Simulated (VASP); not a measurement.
Level of theory: r2SCAN+rVV10, VASP's PBE PAW potentials (set 64) (plane waves; VASP).

The input files of a VASP run:

### INCAR
```
# general
SYSTEM    =  SiC
PREC      =  Accurate
ENCUT     =  520   # plane-wave cut-off (eV)
LREAL     =  .FALSE.   # projection in real space or not
LASPH     =  .TRUE.

# electronic loop
EDIFF     =  1E-7   # SCF stop (eV)
NELM      =  100   # most electronic steps
ALGO      =  Normal
LMIXTAU   =  .TRUE.

# smearing
ISMEAR    =  0   # Gaussian
SIGMA     =  0.05   # width (eV)

# functional
METAGGA   =  R2SCAN
LUSE_VDW  =  .TRUE.
BPARAM    =  11.95
CPARAM    =  0.0093

# ions
ISIF      =  2   # forces and stress, cell fixed

# output
LWAVE     =  .FALSE.
LCHARG    =  .FALSE.
```

KPOINTS:
```
Regular mesh
0
gamma
  10 10 10
```

**POSCAR**
```
SiC
1
    0.0000000000     2.1312865247     2.1312865247
    2.1312865247     0.0000000000     2.1312865247
    2.1312865247     2.1312865247     0.0000000000
Si C
1 1
Direct
  0.0000000000   0.0000000000   0.0000000000
  0.2500000000   0.2500000000   0.2500000000
```

POTCAR, in this order: Si C (PBE.64 set). Program: vasp_std.

What VASP printed:

**OUTCAR**
```
 ion  position               nearest neighbor table
   1  0.000  0.000  0.000-   2 1.85   2 1.85   2 1.85   2 1.85
   2  0.250  0.250  0.250-   1 1.85   1 1.85   1 1.85   1 1.85
  LATTYP: Found a face centered cubic cell.
 ALAT       =     4.2625730494
 Subroutine PRICEL returns:
 Original cell was already a primitive cell.
 Subroutine GETGRP returns: Found 24 space group operations
The static configuration has the point symmetry T_d .
The dynamic configuration has the point symmetry T_d .
 Subroutine INISYM returns: Found 24 space group operations
 Subroutine IBZKPT returns following result:
 Found     47 irreducible k-points:

 Following reciprocal coordinates:
            Coordinates               Weight
  0.000000  0.000000  0.000000      1.000000
  0.100000  0.000000  0.000000      8.000000
  0.200000  0.000000  0.000000      8.000000
  0.300000  0.000000  0.000000      8.000000
  0.400000  0.000000  0.000000      8.000000
  0.500000  0.000000  0.000000      4.000000
  0.100000  0.100000  0.000000      6.000000
  0.200000  0.100000  0.000000     24.000000
  0.300000  0.100000  0.000000     24.000000
  0.400000  0.100000  0.000000     24.000000
  0.500000  0.100000  0.000000     24.000000
 -0.400000  0.100000  0.000000     24.000000
 -0.300000  0.100000  0.000000     24.000000
 -0.200000  0.100000  0.000000     24.000000
 -0.100000  0.100000  0.000000     12.000000
  0.200000  0.200000  0.000000      6.000000
  0.300000  0.200000  0.000000     24.000000
  0.400000  0.200000  0.000000     24.000000
  0.500000  0.200000  0.000000     24.000000
 -0.400000  0.200000  0.000000     24.000000
 -0.300000  0.200000  0.000000     24.000000
 -0.200000  0.200000  0.000000     12.000000
  0.300000  0.300000  0.000000      6.000000
  0.400000  0.300000  0.000000     24.000000
...
```

### OSZICAR
```
       N       E                     dE             d eps       ncg     rms          rms(c)
DAV:   1    -0.217647436370E+00   -0.21765E+00   -0.45016E+03   776   0.887E+02
DAV:   2    -0.219692090703E+02   -0.21752E+02   -0.20232E+02  1128   0.114E+02
DAV:   3    -0.222827873491E+02   -0.31358E+00   -0.31358E+00   872   0.169E+01
DAV:   4    -0.222836356553E+02   -0.84831E-03   -0.84831E-03  1208   0.954E-01
DAV:   5    -0.222836357940E+02   -0.13872E-06   -0.13872E-06   856   0.120E-02    0.995E+00
DAV:   6    -0.189837965745E+02    0.32998E+01   -0.60130E+00   952   0.161E+01    0.581E+00
DAV:   7    -0.189429124260E+02    0.40884E-01   -0.87120E-01  1048   0.612E+00    0.203E+00
DAV:   8    -0.189175724540E+02    0.25340E-01   -0.40562E-01   752   0.569E+00    0.161E+00
DAV:   9    -0.191420425018E+02   -0.22447E+00   -0.57757E-02   784   0.263E+00    0.641E-01
DAV:  10    -0.191484538426E+02   -0.64113E-02   -0.70963E-03   936   0.921E-01    0.343E-01
DAV:  11    -0.191640378738E+02   -0.15584E-01   -0.62469E-03   776   0.915E-01    0.489E-02
DAV:  12    -0.191621119251E+02    0.19259E-02   -0.21649E-03   776   0.467E-01    0.941E-02
DAV:  13    -0.191627015785E+02   -0.58965E-03   -0.40649E-04   816   0.154E-01    0.505E-02
DAV:  14    -0.191627885780E+02   -0.86999E-04   -0.84809E-05   904   0.106E-01    0.111E-02
DAV:  15    -0.191628159214E+02   -0.27343E-04   -0.24310E-06   928   0.195E-02    0.597E-03
DAV:  16    -0.191628106447E+02    0.52767E-05   -0.28384E-07  1056   0.530E-03    0.352E-03
DAV:  17    -0.191628065056E+02    0.41390E-05   -0.10250E-06   824   0.682E-03    0.417E-03
DAV:  18    -0.191628025752E+02    0.39304E-05   -0.61929E-08   408   0.300E-03    0.803E-04
DAV:  19    -0.191628032949E+02   -0.71969E-06   -0.11386E-08   400   0.108E-03    0.394E-04
DAV:  20    -0.191628028712E+02    0.42373E-06   -0.22087E-09   392   0.559E-04    0.206E-04
DAV:  21    -0.191628031116E+02   -0.24045E-06   -0.13968E-09   400   0.483E-04    0.296E-05
DAV:  22    -0.191628030417E+02    0.69932E-07   -0.33630E-10   400   0.169E-04
   1 F= -.19162803E+02 E0= -.19162803E+02  d E =-.337560E-12
```

File OUTCAR:
```
------------------------ aborting loop because EDIFF is reached ----------------------------------------
  FORCE on cell =-STRESS in cart. coord.  units (eV):
  Direction    XX          YY          ZZ          XY          YZ          ZX
  --------------------------------------------------------------------------------------
  Total        1.9297477      1.9297477      1.9297477     -0.0000000     -0.0000000      0.0000000
  in kB      159.6818707    159.6818707    159.6818707     -0.0000000     -0.0000000      0.0000000
  external PRESSURE =     159.6818707 kB  Pullay stress =       0.0000000 kB
  volume of cell :       19.36
      direct lattice vectors                 reciprocal lattice vectors
     0.000000000  2.131286525  2.131286525    -0.234600085  0.234600085  0.234600085
     2.131286525  0.000000000  2.131286525     0.234600085 -0.234600085  0.234600085
     2.131286525  2.131286525  0.000000000     0.234600085  0.234600085 -0.234600085
  FREE ENERGIE OF THE ION-ELECTRON SYSTEM (eV)
  ---------------------------------------------------
  free  energy   TOTEN  =       -19.1628030417 eV

  energy  without entropy=      -19.1628030417  energy(sigma->0) =      -19.16280304
```
(Selected blocks of OUTCAR.)

The compound is SiC in the zinc blende structure. This cell is one point of a volume scan, at 0.94 of the reference volume.
